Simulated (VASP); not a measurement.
Computed with r2SCAN meta-GGA, VASP's PBE PAW potentials (set 64) (plane waves; VASP).

The input files of a VASP run:

### KPOINTS
```
Regular mesh
0
gamma
10 10 10
0 0 0
```

### INCAR
```
ALGO  =  Normal
EDIFF  =  1E-7
ENCUT  =  480
ISIF  =  2
ISMEAR  =  1
LASPH  =  .TRUE.
LCHARG  =  .FALSE.
LMIXTAU  =  .TRUE.
LREAL  =  .FALSE.
LWAVE  =  .FALSE.
METAGGA  =  R2SCAN
NELM  =  100
PREC  =  Accurate
SIGMA  =  0.1
SYSTEM  =  K
```

POSCAR:
```
K
2.6766740
 -0.9950123293   0.9950123293   0.9975060946
  0.9950123293  -0.9950123293   0.9975060946
  0.9999998598   0.9999998598  -0.9975060946
K
1
Cart
  0.0000000000   0.0000000000   0.0000000000
```

POTCAR, in this order: K_sv (PBE.64 set). Program: vasp_std.

Q: What will the output report for the number of irreducible k-points (NKPTS), number of bands (NBANDS), largest plane-wave count, number of space-group operations, FFT grid (NGX, NGY, NGZ)?

A: 
```json
{
  "number of irreducible k-points (NKPTS)": "171",
  "number of bands (NBANDS)": "8",
  "largest_plane_wave_count": "1865",
  "number_of_space_group_operations": "8",
  "FFT grid (NGX, NGY, NGZ)": "36 × 36 × 36"
}
```

The compound is K in the bcc structure. This cell was strained or had an atom moved on purpose.
